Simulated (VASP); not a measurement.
Data:

```xyz
2
Lattice="0.0000 2.5891 2.5891 2.5891 0.0000 2.5891 2.5891 2.5891 0.0000" Properties=species:S:1:pos:R:3 pbc="T T T"
Mg     0.0000     0.0000     0.0000
S      2.5891     2.5891     2.5891
```

Level of theory: PBEsol GGA, VASP's PBE PAW potentials (set 64) (plane waves; VASP 6.6.1). Numerical set-up: 400 eV cut-off, 10×10×10 Γ-centred mesh, tetrahedra with Blöchl corrections, potentials Mg S.

Q: What does the run give for the energy per atom (σ→0), band gap (on the k-mesh) with the smallest direct gap where there is one?

A: 
The band gap (on the k-mesh) is 2.73 eV. The smallest direct gap (on the k-mesh) is 3.71 eV and the energy per atom (σ→0) is -4.537 eV/atom.

Total energies compare only between runs with the same potentials, cut-off and functional.

The compound is MgS in the rock salt structure. It was relaxed first.
